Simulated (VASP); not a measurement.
Write the native input for VASP 6.6.1 that does the following.

* Task: single point
* Functional: PBE
* Potentials or basis: VASP PAW PBE potentials, release 64 (Pt, F)
* Cutoff: 520 eV
* k mesh: 7 × 7 × 7
* Occupations: gaussian, width 0.05 eV
* Spin: collinear spin, ferromagnetic start
* Starting moments: [0.5, 0.0, 0.0] μB
* Hubbard terms: Pt d U = 6 eV
* Further INCAR settings: ALGO = Fast; EDIFF = 1e-06

The structure of PtF2 lies in POSCAR:

```
PtF2
1.0
    1.5647742300      0.9034228200      4.7309018300
   -1.5647742300      0.9034228200      4.7309018300
    0.0000000000     -1.8068456500      4.7309018300
Pt F
1 2
Direct
    0.0000000000      0.0000000000      0.0000000000
    0.2520000000      0.2520000000      0.2520000000
    0.7480000000      0.7480000000      0.7480000000
```

The cell was built by a generator and needn't be a form met in nature.

These files were run (other wordings do the same):

INCAR

```
PREC     = Accurate       # precision mode
ENCUT    = 520            # plane-wave cutoff, eV
EDIFF    = 1E-6           # SCF threshold, eV
ISMEAR   = 0              # smearing method
SIGMA    = 0.05           # smearing width, eV
LREAL    = False          # projectors in reciprocal space
LASPH    = True           # aspherical terms in the spheres
NELM     = 100            # most SCF steps
ALGO     = Fast           # electronic algorithm
ISIF     = 2              # what is computed and relaxed
LWAVE    = False          # write WAVECAR
LCHARG   = False          # write CHGCAR
ISPIN    = 2              # spin polarisation
MAGMOM   = 0.5 0 0        # initial moments
LORBIT   = 11             # projections on sites
LMAXMIX  = 4              # l up to which the mixer works
LDAU     = True           # DFT+U
LDAUTYPE = 2            
LDAUL    = 2 -1           # shell
LDAUU    = 6 0            # U, eV
LDAUJ    = 0 0          
LDAUPRINT= 1            
GGA      = PE             # functional
```

KPOINTS

```
Automatic mesh
0
Gamma
  7 7 7
```

Potentials or basis: VASP PAW PBE potentials, release 64 (Pt, F).

Run with:

```bash
$ cat potpaw_PBE.64/Pt/POTCAR potpaw_PBE.64/F/POTCAR > POTCAR
$ mpirun -np 1 vasp_std > vasp.out
```

It gave:

* Pressure: 20.7 GPa
* Largest force: 1.161 eV/Å
* Band gap on the k mesh: 2.12 eV, indirect (least direct gap 2.21 eV)
* Net moment: 2.00 μB per cell
* Site moments: Pt +1.74; F +0.15 μB
* Valence electrons inside the program's atomic spheres: Pt 9.19; F 6.06

Caveat: spin-orbit coupling is left out, which moves the levels of the heavy elements; an odd mesh through Γ misses points on the zone boundary, where band edges often lie; forces of over 1 eV/Å show positions far from the minimum, so gaps and moduli don't describe the material at rest.

Run time: 3.2 min on 1 thread of AMD EPYC 7R43 64-Core Processor (Zen 3) (shared host), peak memory 0.28 GiB.
